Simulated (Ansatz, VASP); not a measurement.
# SiH4C (SiC wire along [110], 2 atoms a period, H-terminated) in two plane-wave programs, part 2 of 2

Wanted: the spread between two codes on one cell, functional and k mesh. Of the first pair: The structure shown is the start of the Ansatz relaxation below; VASP solves that cell, so the two are compared at the walk's first step.

VASP 6.6.1 and Ansatz 0.2.0.

So far. Step 4 (Differences): The forces differ by 12 meV/Å r.m.s., which is 3.0 % of the r.m.s. force of 0.418 eV/Å (both taken over all components).

## 5. Ansatz: relaxation, PBE

Level of this step: Ansatz beside VASP: Kohn-Sham DFT, plane waves, PBE (Ansatz).

This run makes the geometry at which the two programs are then compared. The cell compared in this pair holds 272.53 Å³, against 267.55 Å³ for the pair before.

The structure compared here is the end of the Ansatz relaxation.

input.yaml reads:

```yaml
crystal:
  lattice:
    - [9.39, 0.0, 0.0]
    - [0.0, 9.2, 0.0]
    - [0.0, 0.0, 3.0971277016]
  atoms:
    - { symbol: H, position: [0.362087327, 0.630489125, 0.0] }
    - { symbol: Si, position: [0.452471235, 0.500027171, 0.0] }
    - { symbol: C, position: [0.569084653, 0.500027171, 0.5] }
    - { symbol: H, position: [0.637948583, 0.400627587, 0.5] }
    - { symbol: H, position: [0.637948583, 0.599426755, 0.5] }
    - { symbol: H, position: [0.362087327, 0.369565217, 0.0] }
kpoints:
  mp_grid: { grid: [1, 1, 26] }
scf:
  occupations: { method: fermi_dirac, width: 0.05 }
hamiltonian:
  xc: pbe
relax:
  cell: { fix: [a, b, alpha, beta, gamma] }
  max_steps: 60
```

Started as:

```
$ ansatz run input.yaml --threads 8 --pin off --max-ram 16384MiB --backend cpu --events-out ev --progress --plain --runs-dir out
```

Numbers of over 12 decimals in the logs are rounded to 6 here.

What it wrote:

```text
[...]
Crystal: 6 atoms, lattice volume = 267.555 Å³
Basis set: ecut = 420 eV, 5207 PW (Γ), exchange–correlation on 128×128×48 points (8 copies of the dense FFT grid, shifted against one another)
Bands: 12, of which v1, the nominal top of the filled ones, is band 6 counted from 1 (5 counted from 0)
Symmetry: 4 space group operations
[...]
k-points: 14 of 26
[...]
cell:  # Å, volume = 272.5300 Å³
    - [9.39, 0, 0]
    - [0, 9.2, 0]
    - [0, 0, 3.154721]
  atoms:
    - { symbol: H, position: [0.362525, 0.631398, 0] }
    - { symbol: Si, position: [0.456773, 0.500027171, -7.240122168456558e-19] }
    - { symbol: C, position: [0.566705, 0.500027171, 0.5] }
    - { symbol: H, position: [0.636550, 0.403786, 0.5] }
    - { symbol: H, position: [0.636550, 0.596268, 0.5] }
    - { symbol: H, position: [0.362525, 0.368656, 0] }
[key lines of the parts left out:]
SCF converged after 6 iterations
Free energy (F): -950.937875 eV
Fermi energy:    -2.425783 eV
P = ⅓ Tr σ = 0.0049 GPa (0.049 kbar)
```

## 6. VASP: single point, PBE, relaxed cell, pair 2

The same cell, functional, mesh and smearing now go to VASP, with its own data sets.

INCAR reads:

```
SYSTEM = SiH4C
PREC = Accurate
ENCUT = 600
EDIFF = 1E-06
NELM = 120
ISMEAR = -1
SIGMA = 0.05
LREAL = .FALSE.
ALGO = Normal
GGA = PE
NBANDS = 12
LORBIT = 11
LWAVE = .FALSE.
LCHARG = .FALSE.
ISIF = 2
LASPH = .TRUE.
GGA_COMPAT = .FALSE.
EFERMI = MIDGAP
KPAR = 2
```

POSCAR reads:

```
SiH4C
1.0
    9.3900000000      0.0000000000      0.0000000000
    0.0000000000      9.2000000000      0.0000000000
    0.0000000000      0.0000000000      3.1547205077
H Si C
4 1 1
Direct
    0.3625248640      0.6313981195      0.0000000000
    0.6365497216      0.4037861480      0.5000000000
    0.6365497216      0.5962681940      0.5000000000
    0.3625248640      0.3686562225      0.0000000000
    0.4567731238      0.5000271710      0.0000000000
    0.5667054132      0.5000271710      0.5000000000
```

KPOINTS reads:

```
Automatic mesh
0
Gamma
1 1 26
0 0 0
```

Potentials, in the order of the species: H, Si and C (PBE family, release 64).

Started as:

```
$ mpirun -np 2 vasp_std
```

What it wrote:

```text
[... set-up lines as in an earlier step ...]
 entering main loop
       N       E                     dE             d eps       ncg     rms          rms(c)
DAV:   1     0.695567919049E+02    0.69557E+02   -0.39169E+03   336   0.738E+02
DAV:   2    -0.198891372925E+02   -0.89446E+02   -0.79322E+02   500   0.132E+02
DAV:   3    -0.319560827805E+02   -0.12067E+02   -0.12013E+02   456   0.616E+01
DAV:   4    -0.324095060547E+02   -0.45342E+00   -0.45294E+00   488   0.142E+01
[...]
DAV:  17    -0.288979582772E+02   -0.10766E-04   -0.11417E-06   516   0.478E-03    0.177E-03
DAV:  18    -0.288979656341E+02   -0.73569E-05   -0.13412E-06   412   0.430E-03    0.688E-04
DAV:  19    -0.288979660175E+02   -0.38339E-06   -0.34280E-08   524   0.109E-03
   1 F= -.28897966E+02 E0= -.28897966E+02  d E =0.000000E+00
```

Parts of OUTCAR (step 6):

```text
  Total       -0.0623516     -0.0299176     -0.0098963      0.0000000      0.0000000      0.0000000
  in kB       -0.3665591     -0.1758828     -0.0581794      0.0000000      0.0000000      0.0000000
  external PRESSURE =      -0.2002071 kB  Pullay stress =       0.0000000 kB

 POSITION                                       TOTAL-FORCE (eV/Angst)
 -----------------------------------------------------------------------------------
      3.40411      5.80886      0.00000         0.009028     -0.011865      0.000000
      5.97720      3.71483      1.57736         0.009989     -0.016510      0.000000
      5.97720      5.48567      1.57736         0.009989      0.016510      0.000000
      3.40411      3.39164      0.00000         0.009028      0.011865      0.000000
      4.28910      4.60025      0.00000        -0.018547     -0.000000      0.000000
      5.32136      4.60025      1.57736        -0.019487     -0.000000      0.000000
 -----------------------------------------------------------------------------------
    total drift:                               -0.000126      0.000000      0.000000

  FREE ENERGIE OF THE ION-ELECTRON SYSTEM (eV)
  ---------------------------------------------------
  free  energy   TOTEN  =       -28.8979660175 eV

  energy  without entropy=      -28.8979660175  energy(sigma->0) =      -28.89796602

[... 1 part as in an earlier step ...]

[... 2 further parts left out ...]
[key lines of the parts left out:]
E-fermi :  -2.5498
```

## 7. Comparison

What differs besides the data sets and the points named for the pairs above, as far as they apply: the cutoff is 420 eV in Ansatz and 600 eV in VASP; Ansatz's pressure holds a Pulay correction, VASP's none. Total energies have different zeros and are not compared.

Compared:

```csv
quantity,Ansatz,VASP,difference
pressure (GPa),0.00,-0.02,+0.02
gap on the k mesh (eV),5.074,5.079,-0.005
```

At this near-relaxed geometry the largest component of a force difference is 22 meV/Å. A gap on the mesh is an upper bound, since the band edges may lie between its points.

## 8. Summary of results

| Property | Result |
| --- | --- |
| r.m.s. force difference (single point, PBE, start cell, pair 1) | 3.0 % of the r.m.s. force |
| difference in gap on the k mesh (single point, PBE, relaxed cell, pair 2) | -0.0050 eV |
| r.m.s. force difference (single point, PBE, relaxed cell, pair 2) | 11 meV/Å |

The r.m.s. force difference is 3.0 % of the r.m.s. force (single point, PBE, start cell, pair 1), at about the 3 % picked in this series as the mark of a large difference. Such differences can come from data sets, numerical settings and the points named under the comparisons, not from the functional's error against experiment.

[Lines on the potential files, build, host, timing and source positions are cut from VASP's logs without a mark.]

[Logs are printed without paths, hosts, clocks, repeated set-up lines and the standing remarks that a program may print on its own settings, such as how far it seeks lower states.]

[Hosts, paths, dates, database ids (printed as entryN), source tags and the programs' standing remarks are cut or masked in the printed files.]
